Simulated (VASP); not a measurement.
Zn2CdSeS2:

```
Zn Cd Se S
1.0
    -1.93200    1.93200    8.19750
     1.93200   -1.93200    8.19750
     1.93200    1.93200   -8.19750
Zn Cd Se S
2 1 1 2
Direct
  0.66670 0.66670 0.00000
  0.33330 0.33330 0.00000
  0.00000 0.00000 0.00000
  0.08330 0.58330 0.50000
  0.75000 0.25000 0.50000
  0.41670 0.91670 0.50000
```

The cell was built by a generator and needn't be a form met in nature.

```yaml
Program: VASP 6.6.1
Task: relaxation of cell and atoms
Functional: PBE
Potentials_or_basis: VASP PAW PBE potentials, release 64 (Zn, Cd, Se, S)
Cutoff: 520 eV
k_mesh: 5 × 5 × 5
Occupations: gaussian, width 0.15 eV
Spin: no spin polarisation
```

At the start: pressure 12.5 GPa; volume 20.40 Å³/atom.

Where does the relaxation end?

Over 12 steps the energy falls by 186.8 meV/atom and the volume is 23.13 Å³/atom (+13.4 %); space group Imm2 (No. 44, to 0.05 Å).

The path:
| step | energy change (eV) | largest force (eV/Å) | pressure (GPa) | volume (Å³) |
| --- | --- | --- | --- | --- |
| 1 | 0.0000 | 2.5673 | 12.52 | 122.39 |
| 2 | -0.7968 | 0.6143 | -3.22 | 152.85 |
| 3 | -0.9191 | 0.9189 | -1.46 | 143.32 |
| 4 | -0.9185 | 0.9498 | -0.85 | 142.57 |
| 5 | -1.0081 | 0.6271 | -0.72 | 140.96 |
| 6 | -1.0883 | 0.4524 | 0.97 | 136.62 |
| 7 | -1.0933 | 0.4221 | 0.67 | 137.43 |
| 8 | -1.1188 | 0.1238 | 0.24 | 139.26 |
| 9 | -1.1186 | 0.1637 | -0.16 | 139.73 |
| 10 | -1.1190 | 0.1421 | 0.08 | 139.54 |
| 11 | -1.1189 | 0.1516 | -0.29 | 139.58 |
| 12 | -1.1208 | 0.0410 | 0.22 | 138.78 |

Final structure:
```
CELL_PARAMETERS angstrom
-2.00165 2.01262 8.61206
2.00165 -2.01262 8.61206
2.00165 2.01262 -8.61206
ATOMIC_POSITIONS crystal
Zn 0.67772 0.67772 0.00000
Zn 0.32766 0.32766 0.00000
Cd 0.99387 0.99387 0.00000
Se 0.09472 0.59472 0.50000
S 0.75333 0.25333 0.50000
S 0.40271 0.90271 0.50000
```

Caveat: the k mesh is coarse (spacing up to 0.46 Å⁻¹), so the values aren't converged; the relaxation stopped at a loose force limit of 0.08 eV/Å, so its end isn't a converged minimum.
